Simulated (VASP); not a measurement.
## Al15CoN16 (a cell with a defect): single point with PBEsol+U

Al15CoN16 (a cell with a defect):

```xyz
32
Lattice="6.2200 0.0000 0.0000 -3.1100 5.3867 0.0000 0.0000 0.0000 9.9600" Properties=species:S:1:pos:R:3 pbc="T T T"
Co    1.5550    0.8978    0.0000
Al    1.5550    0.8978    4.9800
Al    0.0000    3.5911    0.0000
Al    0.0000    3.5911    4.9800
Al    4.6650    0.8978    0.0000
Al    4.6650    0.8978    4.9800
Al    3.1100    3.5911    0.0000
Al    3.1100    3.5911    4.9800
Al    0.0000    1.7956    2.4900
Al    0.0000    1.7956    7.4700
Al   -1.5550    4.4889    2.4900
Al   -1.5550    4.4889    7.4700
Al    3.1100    1.7956    2.4900
Al    3.1100    1.7956    7.4700
Al    1.5550    4.4889    2.4900
Al    1.5550    4.4889    7.4700
N     1.5550    0.8978    1.9024
N     1.5550    0.8978    6.8824
N     0.0000    3.5911    1.9024
N     0.0000    3.5911    6.8824
N     4.6650    0.8978    1.9024
N     4.6650    0.8978    6.8824
N     3.1100    3.5911    1.9024
N     3.1100    3.5911    6.8824
N     0.0000    1.7956    4.3924
N     0.0000    1.7956    9.3724
N    -1.5550    4.4889    4.3924
N    -1.5550    4.4889    9.3724
N     3.1100    1.7956    4.3924
N     3.1100    1.7956    9.3724
N     1.5550    4.4889    4.3924
N     1.5550    4.4889    9.3724
```

```yaml
Program: VASP 6.6.1
Task: single point
Functional: PBEsol
Potentials_or_basis: VASP PAW PBE potentials, release 64 (Co, Al, N)
Cutoff: 450 eV
k_mesh: 3 × 3 × 2
Occupations: gaussian, width 0.03 eV
Spin: collinear spin, ferromagnetic start
Hubbard_terms: Co d U = 4 eV
```

```yaml
Largest_force: 0.738 eV/Å
Band_gap_on_the_k_mesh: none (metal or under the smearing width)
Net_moment: 4.00 μB per cell
Site_moments: Co +2.87; Al +0.00, +0.01; N +0.14, +0.01, +0.15, +0.00 μB
Valence_electrons_inside_the_program's_atomic_spheres: Co 8.32; Al 0.81; N 3.80, 3.84, 3.81
```

Forces in eV/Å, atoms in the order of the input:
```
Co   0.000  0.000  0.005
Al   0.000  0.000 -0.001
Al   0.089  0.052  0.110
Al   0.001  0.000 -0.012
Al   0.000 -0.103  0.110
Al   0.000 -0.001 -0.012
Al  -0.089  0.052  0.110
Al  -0.001  0.000 -0.012
Al  -0.029  0.017 -0.065
Al   0.082 -0.048  0.017
Al   0.000 -0.033 -0.065
Al   0.000  0.095  0.017
Al   0.029  0.017 -0.065
Al  -0.082 -0.048  0.017
Al   0.000  0.000 -0.013
Al   0.000  0.000  0.032
N    0.000  0.000  0.738
N    0.000  0.000 -0.098
N    0.002  0.001 -0.007
N    0.012  0.007 -0.002
N    0.000 -0.002 -0.007
N    0.000 -0.014 -0.002
N   -0.002  0.001 -0.007
N   -0.012  0.007 -0.002
N   -0.017  0.010  0.010
N   -0.580  0.335 -0.257
N    0.000 -0.020  0.010
N    0.000 -0.670 -0.257
N    0.017  0.010  0.010
N    0.580  0.335 -0.257
N    0.000  0.000  0.016
N    0.000  0.000 -0.057
```

Levels at points of the mesh, in eV from the Fermi level:
Spin up:
```csv
k point,band 65,band 66,band 67,band 68,band 69,band 70,band 71,band 72,band 73,band 74
"(0.00, 0.00, 0.00)",-1.14,-1.14,-0.37,-0.16,-0.16,3.37,4.40,4.40,4.45,4.52
"(0.00, 0.00, 0.50)",-1.11,-1.11,-0.84,-0.18,-0.18,4.15,4.15,4.19,4.30,4.33
```
Spin down:
| k point | band 63 | band 64 | band 65 | band 66 | band 67 | band 68 |
| --- | --- | --- | --- | --- | --- | --- |
| (0.00, 0.00, 0.00) | -1.09 | -0.95 | -0.01 | -0.01 | 2.04 | 2.21 |
| (0.00, 0.00, 0.50) | -1.13 | -1.13 | 0.03 | 0.03 | 1.91 | 2.17 |

Eigenvalues of the final occupation matrices:
```tsv
site	spin	trace	eigenvalues
site 1 d	1	4.97	0.98 0.98 1.00 1.00 1.01
site 1 d	2	2.21	0.31 0.31 0.31 0.63 0.63
```

Run time: 3.4 min on 4 MPI ranks on Intel(R) Xeon(R) Platinum 8488C (Sapphire Rapids) (shared host), peak memory 0.62 GiB a rank.

Caveat: the k mesh is coarse (spacing up to 0.39 Å⁻¹), so the values aren't converged; the PAW data sets were made with another functional, which shifts forces and pressure a little. The state reached can hang on the start; a lower one may exist.
